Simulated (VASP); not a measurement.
Input:

```yaml
crystal:
  lattice:
    - [1.58449, 0.91480, 5.19227]
    - [-1.58449, 0.91480, 5.19227]
    - [0.00000, -1.82961, 5.19227]
  atoms:
    - { symbol: Zr, position: [0.00000, 0.00000, 0.00000] }
    - { symbol: W, position: [0.50000, 0.50000, 0.50000] }
    - { symbol: C, position: [0.24417, 0.24417, 0.24417] }
    - { symbol: C, position: [0.75583, 0.75583, 0.75583] }
```

Level of theory: PBEsol GGA, VASP's PBE PAW potentials (set 64) (plane waves; VASP). Settings: 520 eV cut-off, 13×13×13 Γ-centred mesh, tetrahedra with Blöchl corrections, potentials Zr_sv W_sv C.

The cores are frozen, which limits the accuracy of field gradients.

**Question.** Give the principal components of the electric field gradient (V/Å²) and the asymmetry η at each nucleus.

**Answer.** 
| atom | Vxx | Vyy | Vzz | η |
|---|---|---|---|---|
| Zr1 | -15.2 | -15.2 | 30.5 | 0.00 |
| W2 | 67.4 | 67.4 | -134.8 | 0.00 |
| C3 | 1.6 | 1.6 | -3.2 | 0.00 |
| C4 | 1.6 | 1.6 | -3.2 | 0.00 |

The structure comes from a computed database's ZrWC2 entry (R-3m); how it stands against other phases isn't given here. It was relaxed first.
